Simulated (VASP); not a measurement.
# Ru16CO in VASP: further runs, part 2 of 2

VASP 6.6.1. Earlier steps stand in the parts before.

## 3. Single point, optB86b-vdW

INCAR reads:

```
  PREC = Accurate
  ENCUT = 400
  EDIFF = 1E-7
  ISMEAR = 1
  SIGMA = 0.1
  LREAL = Auto
  LASPH = True
  NELM = 100
  ALGO = Fast
  ISIF = 2
  LWAVE = False
  LCHARG = False
  GGA = MK
  LUSE_VDW = True
  AGGAC = 0.0
  PARAM1 = 0.1234
  PARAM2 = 1.0
  ISYM = 0
  KPAR = 4
```

KPOINTS reads:

```
Automatic mesh
0
Gamma
  6 6 1
```

POSCAR reads:

```
Ru16CO
1.0
    5.4000000000      0.0000000000      0.0000000000
    2.7000000000      4.6765371804      0.0000000000
    0.0000000000      0.0000000000     22.9152000000
Ru C O
16 1 1
Direct
    0.8333000000      0.3333000000      0.1091000000
    0.3333000000      0.3333000000      0.1091000000
    0.8333000000      0.8333000000      0.1091000000
    0.3333000000      0.8333000000      0.1091000000
    0.0000000000      0.0000000000      0.2024000000
    0.5000000000      0.0000000000      0.2024000000
    0.0000000000      0.5000000000      0.2024000000
    0.5000000000      0.5000000000      0.2024000000
    0.8325000000      0.3351000000      0.2951000000
    0.3334000000      0.3333000000      0.2943000000
    0.8324000000      0.8325000000      0.2952000000
    0.3351000000      0.8325000000      0.2951000000
    0.0000000000      0.9999000000      0.3904000000
    0.5007000000      0.9986000000      0.3855000000
    0.9987000000      0.5006000000      0.3855000000
    0.5008000000      0.5007000000      0.3855000000
    0.0006000000      0.9986000000      0.4726000000
    0.0009000000      0.9977000000      0.5232000000
```

Potentials or basis: VASP PAW PBE potentials, release 64 (Ru_pv, C, O).

Started as:

```console
cat potpaw_PBE.64/Ru_pv/POTCAR potpaw_PBE.64/C/POTCAR potpaw_PBE.64/O/POTCAR > POTCAR
mpirun -np 4 vasp_std > vasp.out
```

OUTCAR:

```text
PREC = Accurate
   ENCUT = 400
   EDIFF = 1E-7
   ISMEAR = 1
   LREAL = Auto
   LASPH = True
   NELM = 100
   ISIF = 2
   GGA = MK
   ISYM = 0

 ion  position               nearest neighbor table
   1  0.833  0.333  0.109-   5 2.65   8 2.65   7 2.65   3 2.70   3 2.70   4 2.70   4 2.70   2 2.70
                             2 2.70
   2  0.333  0.333  0.109-   6 2.65   7 2.65   8 2.65   4 2.70   3 2.70   4 2.70   3 2.70   1 2.70
                             1 2.70
   3  0.833  0.833  0.109-   7 2.65   6 2.65   5 2.65   1 2.70   1 2.70   2 2.70   2 2.70   4 2.70
                             4 2.70
   4  0.333  0.833  0.109-   8 2.65   5 2.65   6 2.65   2 2.70   1 2.70   2 2.70   1 2.70   3 2.70
                             3 2.70
   5  0.000  0.000  0.202-   9 2.64  12 2.64  11 2.64   1 2.65   4 2.65   3 2.65   7 2.70   7 2.70
                             8 2.70   8 2.70   6 2.70   6 2.70
   6  0.500  0.000  0.202-  10 2.62  12 2.63  11 2.63   2 2.65   3 2.65   4 2.65   8 2.70   7 2.70
                             8 2.70   7 2.70   5 2.70   5 2.70
   7  0.000  0.500  0.202-  10 2.62   9 2.63  11 2.63   3 2.65   2 2.65   1 2.65   5 2.70   5 2.70
                             6 2.70   6 2.70   8 2.70   8 2.70
   8  0.500  0.500  0.202-  10 2.62  12 2.63   9 2.63   4 2.65   1 2.65   2 2.65   6 2.70   5 2.70
                             6 2.70   5 2.70   7 2.70   7 2.70
   9  0.833  0.335  0.295-  16 2.59  15 2.59   7 2.63   8 2.63   5 2.64  11 2.69  12 2.69  13 2.69
                            10 2.70  10 2.70  12 2.71  11 2.71
  10  0.333  0.333  0.294-  14 2.61  15 2.61  16 2.61   6 2.62   8 2.62   7 2.62  11 2.70  12 2.70
                             9 2.70   9 2.70  12 2.70  11 2.70
  11  0.832  0.833  0.295-  14 2.59  15 2.59   6 2.63   7 2.63   5 2.64  12 2.69   9 2.69  13 2.69
                            10 2.70  10 2.70   9 2.71  12 2.71
  12  0.335  0.833  0.295-  14 2.59  16 2.59   6 2.63   8 2.63   5 2.64  11 2.69   9 2.69  13 2.69
                            10 2.70  10 2.70   9 2.71  11 2.71
  13  0.000  1.000  0.390-  17 1.88  11 2.69  12 2.69   9 2.69  15 2.70  14 2.70  16 2.70  16 2.70
                            15 2.70  14 2.70
  14  0.501  0.999  0.386-  11 2.59  12 2.59  10 2.61  16 2.69  15 2.69  13 2.70  13 2.70  15 2.71
                            16 2.71
  15  0.999  0.501  0.386-  11 2.59   9 2.59  10 2.61  16 2.69  14 2.69  13 2.70  13 2.70  14 2.71
                            16 2.71
  16  0.501  0.501  0.386-   9 2.59  12 2.59  10 2.61  14 2.69  15 2.69  13 2.70  13 2.70  14 2.71
                            15 2.71
  17  0.001  0.999  0.473-  18 1.16  13 1.88
  18  0.001  0.998  0.523-  17 1.16

IMPORTANT INFORMATION: All symmetrisations will be switched off!
NOSYMM: (Re-)initialisation of all symmetry stuff for point group C_1.

----------------------------------------------------------------------------------------

                                     Primitive cell

  volume of cell :     578.6844

  direct lattice vectors                    reciprocal lattice vectors
     5.400000000  0.000000000  0.000000000     0.185185185 -0.106916717  0.000000000
     2.700000000  4.676537180  0.000000000     0.000000000  0.213833433  0.000000000
     0.000000000  0.000000000 22.915200000     0.000000000  0.000000000  0.043639157

  length of vectors
     5.400000000  5.400000000 22.915200000     0.213833433  0.213833433  0.043639157

  position of ions in fractional coordinates (direct lattice)
     0.833300000  0.333300000  0.109100000
     0.333300000  0.333300000  0.109100000
     0.833300000  0.833300000  0.109100000
     0.333300000  0.833300000  0.109100000
     0.000000000  0.000000000  0.202400000
     0.500000000  0.000000000  0.202400000
[... 10 lines left out ...]
     0.000600000  0.998600000  0.472600000
     0.000900000  0.997700000  0.523200000

[... 76 lines left out ...]
   NGXF,Y,Z  is equivalent  to a cutoff of  22.17, 22.17, 21.76 a.u.
 SYSTEM =  unknown system
   PREC   = accura    normal or accurate (medium, high low for compatibility)
   ISTART =      0    job   : 0-new  1-cont  2-samecut
   ICHARG =      2    charge: 1-file 2-atom 10-const
   ISPIN  =      1    spin polarized calculation?
   LNONCOLLINEAR =      F non collinear calculations
   LSORBIT =      F    spin-orbit coupling
   LASPH  =      T    aspherical Exc in radial PAW
   ENCUT  =  400.0 eV  29.40 Ry    5.42 a.u.   8.81  8.81 37.37*2*pi/ulx,y,z
   NELM   =    100;   NELMIN=  2; NELMDL= -5     # of ELM steps
   EDIFF  = 0.1E-06   stopping-criterion for ELM
   LREAL  =      T    real-space projection
   EDIFFG = 0.1E-05   stopping-criterion for IOM
   NSW    =      0    number of steps for IOM
   IBRION =     -1    ionic relax: 0-MD 1-quasi-New 2-CG
   NFREE  =      0    steps in history (QN), initial steepest desc. (CG)
   ISIF   =      2    stress and relaxation
   ISYM   =      0    0-nonsym 1-usesym 2-fastsym
   POTIM  = 0.5000    time-step for ionic-motion
   TEBEG  =    0.0;   TEEND  =   0.0 temperature during run
   PSTRESS=    0.0 pullay stress
   NELECT =     234.0000    total number of electrons
   NUPDOWN=      -1.0000    fix difference up-down
   EMIN   =  10.00;   EMAX   =-10.00  energy-range for DOS
   EFERMI =   0.00;   METHOD = LEGACY
   ISMEAR =     1;   SIGMA  =   0.10  broadening in eV -4-tet -1-fermi 0-gaus
   EFERMI_NEDOS =   21; number of points for ismear=-14 and -15
   IALGO  =     68    algorithm
   IMIX   =      4    mixing-type and parameters
     AMIX     =   0.40;   BMIX     =  1.00
     AMIX_MAG =   1.60;   BMIX_MAG =  1.00
  volume/ion in A,a.u.               =      32.15       216.95
  Fermi-wavevector in a.u.,A,eV,Ry     =   1.210597  2.287696 19.939944  1.465545
  Thomas-Fermi vector in A             =   2.346139
   LORBIT       =      0    0 simple, 1 ext, 2 COOP (PROOUT), +10 PAW based schemes
   GGA     = MK    functional components
   LHFCALC =     F    Hartree Fock is set to
   AEXX    =    0.0000 exact exchange contribution
   IVDW_NL    =     1    kernel type
   BPARAM     = 6.3000
   IVDW    =     0    specifies the selected vdW correction
   LEPSILON=     F    determine dielectric tensor
   LRPA    =     F    only Hartree local field effects (RPA)
 non-spin polarized calculation
 RMM-DIIS sequential band-by-band and
 Methfessel and Paxton  Order N= 1 SIGMA  =   0.10
  energy-cutoff  :      400.00
  volume of cell :      578.68
 maximum number of plane-waves:     10544
   NGX = 17   NGY = 17   NGZ = 75

 number of electron     233.9999928 magnetization

 Free energy of the ion-electron system (eV)
  ---------------------------------------------------
  ext. energy  EPLUGINS =         0.00000000
  ---------------------------------------------------
  free energy    TOTEN  =      -106.14192073 eV

  energy without entropy =     -106.13501571  energy(sigma->0) =     -106.13961906

 E-fermi :   1.6312     XC(G=0):  -6.9535

 val. band max:        1.6234665202   @ k =   0.3333   0.0000   0.0000
 cond. band min:       1.6523335398   @ k =   0.5000  -0.3333   0.0000
 fundamental gap:      0.0288670196
 Fermi energy:         1.6312329425

 k-point     1 :       0.0000    0.0000    0.0000
  band No.  band energies     occupation
      1     -42.0040      2.00000
      2     -42.0039      2.00000
      3     -42.0034      2.00000
      4     -41.9592      2.00000
      5     -41.9253      2.00000
      6     -41.9207      2.00000
[... 2629 lines left out ...]
    128       2.4600     -0.00000
    129       2.5018     -0.00000
 [bands above 129 left out]

------------------------ aborting loop because EDIFF is reached ----------------------------------------

  FORCE on cell =-STRESS in cart. coord.  units (eV):
  Direction    XX          YY          ZZ          XY          YZ          ZX
  --------------------------------------------------------------------------------------
  -------------------------------------------------------------------------------------
  Total      -12.5318964    -12.5385880     -5.4110728      0.0003219     -0.0023286     -0.0137204
  in kB      -34.6964926    -34.7150194    -14.9813916      0.0008913     -0.0064472     -0.0379872
  external PRESSURE =     -28.1309679 kB  Pullay stress =       0.0000000 kB

 VOLUME and BASIS-vectors are now :
 -----------------------------------------------------------------------------
  energy-cutoff  :      400.00
  volume of cell :      578.68
      direct lattice vectors                 reciprocal lattice vectors
     5.400000000  0.000000000  0.000000000     0.185185185 -0.106916717  0.000000000
     2.700000000  4.676537180  0.000000000     0.000000000  0.213833433  0.000000000
     0.000000000  0.000000000 22.915200000     0.000000000  0.000000000  0.043639157

 POSITION                                       TOTAL-FORCE (eV/Angst)
 -----------------------------------------------------------------------------------
      5.39973      1.55869      2.50005         0.001467      0.009872      0.543701
      2.69973      1.55869      2.50005         0.000441      0.000813      0.692869
      6.74973      3.89696      2.50005        -0.007414     -0.004529      0.544182
      4.04973      3.89696      2.50005         0.009128     -0.003727      0.543281
      0.00000      0.00000      4.63804        -0.004565     -0.002824     -0.440267
      2.70000      0.00000      4.63804         0.003883     -0.004956     -0.705070
[... 10 lines left out ...]
      2.69946      4.66999     10.82972        -0.000332      0.004644     -0.623356
      2.69865      4.66578     11.98923         0.000413     -0.002885      0.738387
 -----------------------------------------------------------------------------------
    total drift:                               -0.001312     -0.000171      0.013534

  FREE ENERGIE OF THE ION-ELECTRON SYSTEM (eV)
  ---------------------------------------------------
  free  energy   TOTEN  =      -106.1419207323 eV

  energy  without entropy=     -106.1350157103  energy(sigma->0) =     -106.13961906

Total vdW correction in eV:     33.5603618
```

Run time: 25 min. Hardware: 4 MPI ranks of Intel Xeon Platinum 8488C (Sapphire Rapids), shared host; peak memory 1.8 GiB.

Results:

```yaml
Free_energy: -106.1419 eV
Largest_force: 0.738 eV/Å
Band_gap_on_the_k_mesh: none (metal or under the smearing width)
```

Forces on the atoms (eV/Å):
```
Ru   0.001  0.010  0.544
Ru   0.000  0.001  0.693
Ru  -0.007 -0.005  0.544
Ru   0.009 -0.004  0.543
Ru  -0.005 -0.003 -0.440
Ru   0.004 -0.005 -0.705
Ru  -0.001  0.006 -0.704
Ru   0.001  0.001 -0.707
Ru  -0.003 -0.004  0.068
Ru  -0.001  0.004  0.049
Ru   0.007 -0.001  0.029
Ru  -0.006 -0.001  0.066
Ru   0.006  0.003 -0.128
Ru  -0.003  0.009  0.016
Ru   0.005 -0.007  0.012
Ru  -0.008 -0.006  0.006
C    0.000  0.005 -0.623
O    0.000 -0.003  0.738
```

Caveat: the cutoff is under 1.25 times the usual one of these potentials, so pressure, stress and relaxed cells hold a basis-set (Pulay) error; the standard files for N, O and F lose accuracy on very short bonds; the PAW data sets were made with another functional, which shifts forces and pressure a little.

## 4. Single point, rev-vdW-DF2

Changes to INCAR since step 3:

```diff
@@ -16,3 +16,4 @@
   PARAM1 = 0.1234
-  PARAM2 = 1.0
+  PARAM2 = 0.711357
+  ZAB_VDW = -1.8867
   ISYM = 0
```

KPOINTS is that of step 3.

POSCAR is that of step 3.

Started as:

```console
cat potpaw_PBE.64/Ru_pv/POTCAR potpaw_PBE.64/C/POTCAR potpaw_PBE.64/O/POTCAR > POTCAR
mpirun -np 4 vasp_std > vasp.out
```

It took 21 min on 4 MPI ranks of Intel Xeon Platinum 8488C (Sapphire Rapids), shared host; peak memory 1.8 GiB.

The run converged. Its results:

* Free energy: -110.7670 eV
* Largest force: 0.704 eV/Å
* Band gap on the k mesh: none (metal or under the smearing width)

Forces on the atoms (eV/Å):
```
Ru   0.001  0.011  0.523
Ru   0.000  0.001  0.670
Ru  -0.009 -0.005  0.524
Ru   0.010 -0.004  0.523
Ru  -0.005 -0.003 -0.436
Ru   0.004 -0.005 -0.702
Ru   0.000  0.006 -0.701
Ru   0.001  0.001 -0.704
Ru  -0.003 -0.004  0.066
Ru  -0.001  0.004  0.045
Ru   0.006 -0.001  0.027
Ru  -0.005 -0.002  0.065
Ru   0.006  0.003 -0.113
Ru  -0.003  0.011  0.032
Ru   0.006 -0.008  0.028
Ru  -0.010 -0.007  0.022
C    0.000  0.004 -0.497
O    0.000 -0.002  0.631
```

Levels at points of the mesh, in eV from the Fermi level:
```tsv
k point	band 115	band 116	band 117	band 118	band 119	band 120	band 121	band 122
(0.00, 0.00, 0.00)	0.54	0.93	0.93	1.03	1.06	1.06	1.18	1.18
(0.50, 0.00, 0.00)	-0.55	-0.52	-0.51	-0.09	-0.07	-0.03	-0.01	0.03
(0.50, 0.50, 0.00)	-0.55	-0.52	-0.51	-0.09	-0.07	-0.03	-0.01	0.03
(0.00, 0.50, 0.00)	-0.55	-0.52	-0.51	-0.09	-0.07	-0.03	-0.01	0.03
```

Caveat: the cutoff is under 1.25 times the usual one of these potentials, so pressure, stress and relaxed cells hold a basis-set (Pulay) error; the standard files for N, O and F lose accuracy on very short bonds; the PAW data sets were made with another functional, which shifts forces and pressure a little.

## 5. Overview

```tsv
level	gap on the mesh (eV)	largest force (eV/Å)
PBE+D3(BJ)	none	0.82
optB86b-vdW	none	0.74
rev-vdW-DF2	none	0.70
```

Alike in all rows: task single point; potentials or basis VASP PAW PBE potentials, release 64 (Ru_pv, C, O); no spin polarisation; cell as given; k mesh 6 × 6 × 1; cutoff (eV) 400; smearing methfessel-paxton 0.1 eV.

Every run on the cell as given and a fine mesh finds a metal.

Caveats: the cutoff is under 1.25 times the usual one of these potentials, so pressure, stress and relaxed cells hold a basis-set (Pulay) error; the standard files for N, O and F lose accuracy on very short bonds; the PAW data sets were made with another functional, which shifts forces and pressure a little (some runs).

Absolute energies hang on the potentials; compare differences alone.
